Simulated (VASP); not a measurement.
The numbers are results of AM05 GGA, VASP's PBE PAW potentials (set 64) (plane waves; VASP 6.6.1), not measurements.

The input files of a VASP run:

File KPOINTS:
```
Automatic mesh
0
Gamma
10 10 10
0 0 0
```

POSCAR:
```
InAs
1
    0.0000000000     3.0825334831     3.0825334831
    3.0825334831     0.0000000000     3.0825334831
    3.0825334831     3.0825334831     0.0000000000
In As
1 1
Direct
  0.0000000000   0.0000000000   0.0000000000
  0.2500000000   0.2500000000   0.2500000000
```

### INCAR
```
! general
SYSTEM  = InAs
PREC    = Accurate
ENCUT   = 520
LREAL   = F
LASPH   = T   ! aspherical one-centre terms

! electronic loop
EDIFF   = 1E-7
NELM    = 100   ! most electronic steps
ALGO    = Normal   ! blocked Davidson
LMAXMIX = 4   ! l cut-off of mixed one-centre charges

! smearing
ISMEAR  = 1   ! Methfessel-Paxton
SIGMA   = 0.1   ! width (eV)

! functional
GGA     = AM   ! AM05

! ions
ISIF    = 2   ! forces and stress, cell fixed

! output
LWAVE   = F
LCHARG  = F
```

POTCAR, in this order: In_d As (PBE.64 set). Program: vasp_std.

Unless said otherwise, spin-orbit coupling is left out, though it shifts the bands of the heavy elements here.

Problem. Estimate the energy per atom (σ→0), pressure, band gap (on the k-mesh).

Solution. 
| Property | Value |
|---|---|
| energy per atom (σ→0) | -3.983 eV/atom |
| band gap (on the k-mesh) | none (metal, semimetal or under 0.01 eV) |
| pressure | -1.50 GPa |

**OSZICAR**
```
...
DAV:  10    -0.796682188647E+01   -0.16879E-03   -0.21179E-04  1467   0.162E-01    0.741E-02
DAV:  11    -0.796690520357E+01   -0.83317E-04   -0.25797E-04  1312   0.148E-01    0.486E-02
DAV:  12    -0.796690475929E+01    0.44429E-06   -0.10975E-05  1342   0.265E-02    0.153E-02
DAV:  13    -0.796690516019E+01   -0.40090E-06   -0.25373E-06  1477   0.109E-02    0.715E-03
DAV:  14    -0.796690541219E+01   -0.25200E-06   -0.40548E-07  1357   0.575E-03    0.249E-03
DAV:  15    -0.796690552881E+01   -0.11662E-06   -0.55950E-08  1016   0.237E-03    0.758E-04
DAV:  16    -0.796690556680E+01   -0.37986E-07   -0.11162E-08   681   0.114E-03
   1 F= -.79669056E+01 E0= -.79669874E+01  d E =0.245400E-03
```

The compound is InAs in the zinc blende structure. This cell is one point of a volume scan, at 1.03 of the reference volume.
